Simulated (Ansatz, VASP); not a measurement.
# Cross-check of InAs between VASP and Ansatz, part 2 of 5

Wanted: the spread between two codes on one cell, functional and k mesh. The structure shown is the end of the Ansatz relaxation below.

VASP 6.6.1 and Ansatz 0.2.0.

So far: The starting structure; Ansatz: relaxation, PBEsol.

## 3. VASP: single point, PBEsol, pair 1

Level of this step: PBEsol; plane waves and PAW (As, In_d) (VASP).

The same cell, functional, mesh and smearing now go to VASP, with its own data sets.

Lines of VASP's logs that name or quote its potential files are left out, and so is its time.

INCAR reads:

```
SYSTEM = InAs
PREC = Accurate
ENCUT = 500
EDIFF = 1E-06
NELM = 120
ISMEAR = 0
SIGMA = 0.015
LREAL = .FALSE.
ALGO = Normal
GGA = PS
NBANDS = 15
LORBIT = 11
LWAVE = .FALSE.
LCHARG = .FALSE.
ISIF = 2
ISYM = 2
LASPH = .TRUE.
GGA_COMPAT = .FALSE.
EFERMI = MIDGAP
KPAR = 2
```

POSCAR reads:

```
InAs
1.0
   -0.0005424857      2.9383557592      2.9383557592
    2.9383557592     -0.0005424857      2.9383557592
    2.9383557592      2.9383557592     -0.0005424857
As In
1 1
Direct
    0.7499746520      0.7499746520      0.7499746520
    0.0000253480      0.0000253480      0.0000253480
```

KPOINTS reads:

```
Points of the shifted mesh
1728
Reciprocal
 0.0416666667  0.0416666667  0.0416666667 1
 0.0416666667  0.0416666667  0.1250000000 1
 0.0416666667  0.0416666667  0.2083333333 1
 0.0416666667  0.0416666667  0.2916666667 1
 0.0416666667  0.0416666667  0.3750000000 1
 0.0416666667  0.0416666667  0.4583333333 1
 0.0416666667  0.0416666667  0.5416666667 1
 0.0416666667  0.0416666667  0.6250000000 1
 0.0416666667  0.0416666667  0.7083333333 1
 0.0416666667  0.0416666667  0.7916666667 1
 0.0416666667  0.0416666667  0.8750000000 1
 0.0416666667  0.0416666667  0.9583333333 1
 0.0416666667  0.1250000000  0.0416666667 1
 0.0416666667  0.1250000000  0.1250000000 1
 0.0416666667  0.1250000000  0.2083333333 1
 0.0416666667  0.1250000000  0.2916666667 1
 0.0416666667  0.1250000000  0.3750000000 1
 0.0416666667  0.1250000000  0.4583333333 1
 0.0416666667  0.1250000000  0.5416666667 1
 0.0416666667  0.1250000000  0.6250000000 1
 0.0416666667  0.1250000000  0.7083333333 1
 0.0416666667  0.1250000000  0.7916666667 1
 0.0416666667  0.1250000000  0.8750000000 1
 0.0416666667  0.1250000000  0.9583333333 1
 0.0416666667  0.2083333333  0.0416666667 1
 0.0416666667  0.2083333333  0.1250000000 1
 0.0416666667  0.2083333333  0.2083333333 1
 0.0416666667  0.2083333333  0.2916666667 1
 0.0416666667  0.2083333333  0.3750000000 1
 0.0416666667  0.2083333333  0.4583333333 1
 0.0416666667  0.2083333333  0.5416666667 1
 0.0416666667  0.2083333333  0.6250000000 1
 0.0416666667  0.2083333333  0.7083333333 1
 0.0416666667  0.2083333333  0.7916666667 1
 0.0416666667  0.2083333333  0.8750000000 1
 0.0416666667  0.2083333333  0.9583333333 1
 0.0416666667  0.2916666667  0.0416666667 1
 0.0416666667  0.2916666667  0.1250000000 1
 0.0416666667  0.2916666667  0.2083333333 1
 0.0416666667  0.2916666667  0.2916666667 1
 0.0416666667  0.2916666667  0.3750000000 1
 0.0416666667  0.2916666667  0.4583333333 1
 0.0416666667  0.2916666667  0.5416666667 1
 0.0416666667  0.2916666667  0.6250000000 1
 0.0416666667  0.2916666667  0.7083333333 1
 0.0416666667  0.2916666667  0.7916666667 1
 0.0416666667  0.2916666667  0.8750000000 1
 0.0416666667  0.2916666667  0.9583333333 1
 0.0416666667  0.3750000000  0.0416666667 1
 0.0416666667  0.3750000000  0.1250000000 1
 0.0416666667  0.3750000000  0.2083333333 1
 0.0416666667  0.3750000000  0.2916666667 1
 0.0416666667  0.3750000000  0.3750000000 1
 0.0416666667  0.3750000000  0.4583333333 1
 0.0416666667  0.3750000000  0.5416666667 1
 0.0416666667  0.3750000000  0.6250000000 1
 0.0416666667  0.3750000000  0.7083333333 1
 0.0416666667  0.3750000000  0.7916666667 1
 0.0416666667  0.3750000000  0.8750000000 1
 0.0416666667  0.3750000000  0.9583333333 1
 0.0416666667  0.4583333333  0.0416666667 1
 0.0416666667  0.4583333333  0.1250000000 1
 0.0416666667  0.4583333333  0.2083333333 1
 0.0416666667  0.4583333333  0.2916666667 1
 0.0416666667  0.4583333333  0.3750000000 1
 0.0416666667  0.4583333333  0.4583333333 1
 0.0416666667  0.4583333333  0.5416666667 1
 0.0416666667  0.4583333333  0.6250000000 1
 0.0416666667  0.4583333333  0.7083333333 1
 0.0416666667  0.4583333333  0.7916666667 1
 0.0416666667  0.4583333333  0.8750000000 1
 0.0416666667  0.4583333333  0.9583333333 1
 0.0416666667  0.5416666667  0.0416666667 1
 0.0416666667  0.5416666667  0.1250000000 1
 0.0416666667  0.5416666667  0.2083333333 1
 0.0416666667  0.5416666667  0.2916666667 1
 0.0416666667  0.5416666667  0.3750000000 1
 0.0416666667  0.5416666667  0.4583333333 1
 0.0416666667  0.5416666667  0.5416666667 1
 0.0416666667  0.5416666667  0.6250000000 1
 0.0416666667  0.5416666667  0.7083333333 1
 0.0416666667  0.5416666667  0.7916666667 1
 0.0416666667  0.5416666667  0.8750000000 1
 0.0416666667  0.5416666667  0.9583333333 1
 0.0416666667  0.6250000000  0.0416666667 1
 0.0416666667  0.6250000000  0.1250000000 1
 0.0416666667  0.6250000000  0.2083333333 1
 0.0416666667  0.6250000000  0.2916666667 1
 0.0416666667  0.6250000000  0.3750000000 1
 0.0416666667  0.6250000000  0.4583333333 1
 0.0416666667  0.6250000000  0.5416666667 1
 0.0416666667  0.6250000000  0.6250000000 1
 0.0416666667  0.6250000000  0.7083333333 1
 0.0416666667  0.6250000000  0.7916666667 1
 0.0416666667  0.6250000000  0.8750000000 1
 0.0416666667  0.6250000000  0.9583333333 1
 0.0416666667  0.7083333333  0.0416666667 1
 0.0416666667  0.7083333333  0.1250000000 1
 0.0416666667  0.7083333333  0.2083333333 1
 0.0416666667  0.7083333333  0.2916666667 1
 0.0416666667  0.7083333333  0.3750000000 1
 0.0416666667  0.7083333333  0.4583333333 1
 0.0416666667  0.7083333333  0.5416666667 1
 0.0416666667  0.7083333333  0.6250000000 1
 0.0416666667  0.7083333333  0.7083333333 1
 0.0416666667  0.7083333333  0.7916666667 1
 0.0416666667  0.7083333333  0.8750000000 1
 0.0416666667  0.7083333333  0.9583333333 1
 0.0416666667  0.7916666667  0.0416666667 1
 0.0416666667  0.7916666667  0.1250000000 1
 0.0416666667  0.7916666667  0.2083333333 1
 0.0416666667  0.7916666667  0.2916666667 1
[... 1390 lines left out ...]
 0.8750000000  0.4583333333  0.1250000000 1
 0.8750000000  0.4583333333  0.2083333333 1
 0.8750000000  0.4583333333  0.2916666667 1
 0.8750000000  0.4583333333  0.3750000000 1
 0.8750000000  0.4583333333  0.4583333333 1
 0.8750000000  0.4583333333  0.5416666667 1
 0.8750000000  0.4583333333  0.6250000000 1
 0.8750000000  0.4583333333  0.7083333333 1
 0.8750000000  0.4583333333  0.7916666667 1
 0.8750000000  0.4583333333  0.8750000000 1
 0.8750000000  0.4583333333  0.9583333333 1
 0.8750000000  0.5416666667  0.0416666667 1
 0.8750000000  0.5416666667  0.1250000000 1
 0.8750000000  0.5416666667  0.2083333333 1
 0.8750000000  0.5416666667  0.2916666667 1
 0.8750000000  0.5416666667  0.3750000000 1
 0.8750000000  0.5416666667  0.4583333333 1
 0.8750000000  0.5416666667  0.5416666667 1
 0.8750000000  0.5416666667  0.6250000000 1
 0.8750000000  0.5416666667  0.7083333333 1
 0.8750000000  0.5416666667  0.7916666667 1
 0.8750000000  0.5416666667  0.8750000000 1
 0.8750000000  0.5416666667  0.9583333333 1
 0.8750000000  0.6250000000  0.0416666667 1
 0.8750000000  0.6250000000  0.1250000000 1
 0.8750000000  0.6250000000  0.2083333333 1
 0.8750000000  0.6250000000  0.2916666667 1
 0.8750000000  0.6250000000  0.3750000000 1
 0.8750000000  0.6250000000  0.4583333333 1
 0.8750000000  0.6250000000  0.5416666667 1
 0.8750000000  0.6250000000  0.6250000000 1
 0.8750000000  0.6250000000  0.7083333333 1
 0.8750000000  0.6250000000  0.7916666667 1
 0.8750000000  0.6250000000  0.8750000000 1
 0.8750000000  0.6250000000  0.9583333333 1
 0.8750000000  0.7083333333  0.0416666667 1
 0.8750000000  0.7083333333  0.1250000000 1
 0.8750000000  0.7083333333  0.2083333333 1
 0.8750000000  0.7083333333  0.2916666667 1
 0.8750000000  0.7083333333  0.3750000000 1
 0.8750000000  0.7083333333  0.4583333333 1
 0.8750000000  0.7083333333  0.5416666667 1
 0.8750000000  0.7083333333  0.6250000000 1
 0.8750000000  0.7083333333  0.7083333333 1
 0.8750000000  0.7083333333  0.7916666667 1
 0.8750000000  0.7083333333  0.8750000000 1
 0.8750000000  0.7083333333  0.9583333333 1
 0.8750000000  0.7916666667  0.0416666667 1
 0.8750000000  0.7916666667  0.1250000000 1
 0.8750000000  0.7916666667  0.2083333333 1
 0.8750000000  0.7916666667  0.2916666667 1
 0.8750000000  0.7916666667  0.3750000000 1
 0.8750000000  0.7916666667  0.4583333333 1
 0.8750000000  0.7916666667  0.5416666667 1
 0.8750000000  0.7916666667  0.6250000000 1
 0.8750000000  0.7916666667  0.7083333333 1
 0.8750000000  0.7916666667  0.7916666667 1
 0.8750000000  0.7916666667  0.8750000000 1
 0.8750000000  0.7916666667  0.9583333333 1
 0.8750000000  0.8750000000  0.0416666667 1
 0.8750000000  0.8750000000  0.1250000000 1
 0.8750000000  0.8750000000  0.2083333333 1
 0.8750000000  0.8750000000  0.2916666667 1
 0.8750000000  0.8750000000  0.3750000000 1
 0.8750000000  0.8750000000  0.4583333333 1
 0.8750000000  0.8750000000  0.5416666667 1
 0.8750000000  0.8750000000  0.6250000000 1
 0.8750000000  0.8750000000  0.7083333333 1
 0.8750000000  0.8750000000  0.7916666667 1
 0.8750000000  0.8750000000  0.8750000000 1
 0.8750000000  0.8750000000  0.9583333333 1
 0.8750000000  0.9583333333  0.0416666667 1
 0.8750000000  0.9583333333  0.1250000000 1
 0.8750000000  0.9583333333  0.2083333333 1
 0.8750000000  0.9583333333  0.2916666667 1
 0.8750000000  0.9583333333  0.3750000000 1
 0.8750000000  0.9583333333  0.4583333333 1
 0.8750000000  0.9583333333  0.5416666667 1
 0.8750000000  0.9583333333  0.6250000000 1
 0.8750000000  0.9583333333  0.7083333333 1
 0.8750000000  0.9583333333  0.7916666667 1
 0.8750000000  0.9583333333  0.8750000000 1
 0.8750000000  0.9583333333  0.9583333333 1
 0.9583333333  0.0416666667  0.0416666667 1
 0.9583333333  0.0416666667  0.1250000000 1
 0.9583333333  0.0416666667  0.2083333333 1
 0.9583333333  0.0416666667  0.2916666667 1
 0.9583333333  0.0416666667  0.3750000000 1
 0.9583333333  0.0416666667  0.4583333333 1
 0.9583333333  0.0416666667  0.5416666667 1
 0.9583333333  0.0416666667  0.6250000000 1
 0.9583333333  0.0416666667  0.7083333333 1
 0.9583333333  0.0416666667  0.7916666667 1
 0.9583333333  0.0416666667  0.8750000000 1
 0.9583333333  0.0416666667  0.9583333333 1
 0.9583333333  0.1250000000  0.0416666667 1
 0.9583333333  0.1250000000  0.1250000000 1
 0.9583333333  0.1250000000  0.2083333333 1
 0.9583333333  0.1250000000  0.2916666667 1
 0.9583333333  0.1250000000  0.3750000000 1
 0.9583333333  0.1250000000  0.4583333333 1
 0.9583333333  0.1250000000  0.5416666667 1
 0.9583333333  0.1250000000  0.6250000000 1
 0.9583333333  0.1250000000  0.7083333333 1
 0.9583333333  0.1250000000  0.7916666667 1
 0.9583333333  0.1250000000  0.8750000000 1
 0.9583333333  0.1250000000  0.9583333333 1
 0.9583333333  0.2083333333  0.0416666667 1
 0.9583333333  0.2083333333  0.1250000000 1
 0.9583333333  0.2083333333  0.2083333333 1
 0.9583333333  0.2083333333  0.2916666667 1
 0.9583333333  0.2083333333  0.3750000000 1
 0.9583333333  0.2083333333  0.4583333333 1
 0.9583333333  0.2083333333  0.5416666667 1
 0.9583333333  0.2083333333  0.6250000000 1
 0.9583333333  0.2083333333  0.7083333333 1
 0.9583333333  0.2083333333  0.7916666667 1
 0.9583333333  0.2083333333  0.8750000000 1
 0.9583333333  0.2083333333  0.9583333333 1
 0.9583333333  0.2916666667  0.0416666667 1
 0.9583333333  0.2916666667  0.1250000000 1
 0.9583333333  0.2916666667  0.2083333333 1
 0.9583333333  0.2916666667  0.2916666667 1
 0.9583333333  0.2916666667  0.3750000000 1
 0.9583333333  0.2916666667  0.4583333333 1
 0.9583333333  0.2916666667  0.5416666667 1
 0.9583333333  0.2916666667  0.6250000000 1
 0.9583333333  0.2916666667  0.7083333333 1
 0.9583333333  0.2916666667  0.7916666667 1
 0.9583333333  0.2916666667  0.8750000000 1
 0.9583333333  0.2916666667  0.9583333333 1
 0.9583333333  0.3750000000  0.0416666667 1
 0.9583333333  0.3750000000  0.1250000000 1
 0.9583333333  0.3750000000  0.2083333333 1
 0.9583333333  0.3750000000  0.2916666667 1
 0.9583333333  0.3750000000  0.3750000000 1
 0.9583333333  0.3750000000  0.4583333333 1
 0.9583333333  0.3750000000  0.5416666667 1
 0.9583333333  0.3750000000  0.6250000000 1
 0.9583333333  0.3750000000  0.7083333333 1
 0.9583333333  0.3750000000  0.7916666667 1
 0.9583333333  0.3750000000  0.8750000000 1
 0.9583333333  0.3750000000  0.9583333333 1
 0.9583333333  0.4583333333  0.0416666667 1
 0.9583333333  0.4583333333  0.1250000000 1
 0.9583333333  0.4583333333  0.2083333333 1
 0.9583333333  0.4583333333  0.2916666667 1
 0.9583333333  0.4583333333  0.3750000000 1
 0.9583333333  0.4583333333  0.4583333333 1
 0.9583333333  0.4583333333  0.5416666667 1
 0.9583333333  0.4583333333  0.6250000000 1
 0.9583333333  0.4583333333  0.7083333333 1
 0.9583333333  0.4583333333  0.7916666667 1
 0.9583333333  0.4583333333  0.8750000000 1
 0.9583333333  0.4583333333  0.9583333333 1
 0.9583333333  0.5416666667  0.0416666667 1
 0.9583333333  0.5416666667  0.1250000000 1
 0.9583333333  0.5416666667  0.2083333333 1
 0.9583333333  0.5416666667  0.2916666667 1
 0.9583333333  0.5416666667  0.3750000000 1
 0.9583333333  0.5416666667  0.4583333333 1
 0.9583333333  0.5416666667  0.5416666667 1
 0.9583333333  0.5416666667  0.6250000000 1
 0.9583333333  0.5416666667  0.7083333333 1
 0.9583333333  0.5416666667  0.7916666667 1
 0.9583333333  0.5416666667  0.8750000000 1
 0.9583333333  0.5416666667  0.9583333333 1
 0.9583333333  0.6250000000  0.0416666667 1
 0.9583333333  0.6250000000  0.1250000000 1
 0.9583333333  0.6250000000  0.2083333333 1
 0.9583333333  0.6250000000  0.2916666667 1
 0.9583333333  0.6250000000  0.3750000000 1
 0.9583333333  0.6250000000  0.4583333333 1
 0.9583333333  0.6250000000  0.5416666667 1
 0.9583333333  0.6250000000  0.6250000000 1
 0.9583333333  0.6250000000  0.7083333333 1
 0.9583333333  0.6250000000  0.7916666667 1
 0.9583333333  0.6250000000  0.8750000000 1
 0.9583333333  0.6250000000  0.9583333333 1
 0.9583333333  0.7083333333  0.0416666667 1
 0.9583333333  0.7083333333  0.1250000000 1
 0.9583333333  0.7083333333  0.2083333333 1
 0.9583333333  0.7083333333  0.2916666667 1
 0.9583333333  0.7083333333  0.3750000000 1
 0.9583333333  0.7083333333  0.4583333333 1
 0.9583333333  0.7083333333  0.5416666667 1
 0.9583333333  0.7083333333  0.6250000000 1
 0.9583333333  0.7083333333  0.7083333333 1
 0.9583333333  0.7083333333  0.7916666667 1
 0.9583333333  0.7083333333  0.8750000000 1
 0.9583333333  0.7083333333  0.9583333333 1
 0.9583333333  0.7916666667  0.0416666667 1
 0.9583333333  0.7916666667  0.1250000000 1
 0.9583333333  0.7916666667  0.2083333333 1
 0.9583333333  0.7916666667  0.2916666667 1
 0.9583333333  0.7916666667  0.3750000000 1
 0.9583333333  0.7916666667  0.4583333333 1
 0.9583333333  0.7916666667  0.5416666667 1
 0.9583333333  0.7916666667  0.6250000000 1
 0.9583333333  0.7916666667  0.7083333333 1
 0.9583333333  0.7916666667  0.7916666667 1
 0.9583333333  0.7916666667  0.8750000000 1
 0.9583333333  0.7916666667  0.9583333333 1
 0.9583333333  0.8750000000  0.0416666667 1
 0.9583333333  0.8750000000  0.1250000000 1
 0.9583333333  0.8750000000  0.2083333333 1
 0.9583333333  0.8750000000  0.2916666667 1
 0.9583333333  0.8750000000  0.3750000000 1
 0.9583333333  0.8750000000  0.4583333333 1
 0.9583333333  0.8750000000  0.5416666667 1
 0.9583333333  0.8750000000  0.6250000000 1
 0.9583333333  0.8750000000  0.7083333333 1
 0.9583333333  0.8750000000  0.7916666667 1
 0.9583333333  0.8750000000  0.8750000000 1
 0.9583333333  0.8750000000  0.9583333333 1
 0.9583333333  0.9583333333  0.0416666667 1
 0.9583333333  0.9583333333  0.1250000000 1
 0.9583333333  0.9583333333  0.2083333333 1
 0.9583333333  0.9583333333  0.2916666667 1
 0.9583333333  0.9583333333  0.3750000000 1
 0.9583333333  0.9583333333  0.4583333333 1
 0.9583333333  0.9583333333  0.5416666667 1
 0.9583333333  0.9583333333  0.6250000000 1
 0.9583333333  0.9583333333  0.7083333333 1
 0.9583333333  0.9583333333  0.7916666667 1
 0.9583333333  0.9583333333  0.8750000000 1
 0.9583333333  0.9583333333  0.9583333333 1
```

PAW data sets: As and In_d (PBE family, release 64).

Run with:

```bash
$ mpirun -np 2 vasp_std
```

Log:

```text
[banner, memory and clock lines left out]
running    2 mpi-ranks, on    1 nodes
 distrk:  each k-point on    1 cores,    2 groups
 distr:  one band on    1 cores,    1 groups

 POSCAR found type information on POSCAR AsIn
 POSCAR found :  2 types and       2 ions
|                                                                             |
|               ----> ADVICE to this user running VASP <----                  |
|                                                                             |
|     You enforced a specific xc type in the INCAR file but a different       |
|     [... a line on the potential file left out ...]
|     I HOPE YOU KNOW WHAT YOU ARE DOING!                                     |
|                                                                             |

 LDA part: xc-table for (Slater+PW92), standard interpolation
 POSCAR, INCAR and KPOINTS ok, starting setup
 FFT: planning ... GRIDC
 FFT: planning ... GRID_SOFT
 FFT: planning ... GRID
 WAVECAR not read
 entering main loop
       N       E                     dE             d eps       ncg     rms          rms(c)
DAV:   1     0.112172596661E+03    0.11217E+03   -0.82813E+03 52174   0.130E+03
DAV:   2    -0.124933311700E+01   -0.11342E+03   -0.10897E+03 56558   0.305E+02
DAV:   3    -0.851333774153E+01   -0.72640E+01   -0.72257E+01 66302   0.782E+01
DAV:   4    -0.869129368016E+01   -0.17796E+00   -0.17790E+00 64042   0.134E+01
DAV:   5    -0.869905711059E+01   -0.77634E-02   -0.77633E-02 77485   0.240E+00    0.519E+00
DAV:   6    -0.840901028675E+01    0.29005E+00   -0.40914E-01 81937   0.133E+01    0.285E+00
DAV:   7    -0.836785479751E+01    0.41155E-01   -0.13472E-01 71890   0.420E+00    0.718E-01
DAV:   8    -0.836612760009E+01    0.17272E-02   -0.16541E-02 66876   0.161E+00    0.271E-01
DAV:   9    -0.836628811923E+01   -0.16052E-03   -0.10036E-03 64290   0.272E-01    0.154E-01
DAV:  10    -0.836636650608E+01   -0.78387E-04   -0.18772E-04 74591   0.252E-01    0.794E-02
DAV:  11    -0.836638493861E+01   -0.18433E-04   -0.66147E-05 64571   0.148E-01    0.472E-02
DAV:  12    -0.836638320352E+01    0.17351E-05   -0.88354E-06 76867   0.466E-02    0.610E-03
DAV:  13    -0.836638318061E+01    0.22913E-07   -0.13968E-06 53509   0.771E-03
   1 F= -.83663832E+01 E0= -.83663832E+01  d E =0.000000E+00
```

(Part 2 of 5 ends here.)

[Lines on the potential files, build, host, timing and source positions are cut from VASP's logs without a mark.]

[Logs are printed without paths, hosts, clocks, repeated set-up lines and the standing remarks that a program may print on its own settings, such as how far it seeks lower states.]

[Hosts, paths, dates, database ids (printed as entryN), source tags and the programs' standing remarks are cut or masked in the printed files.]
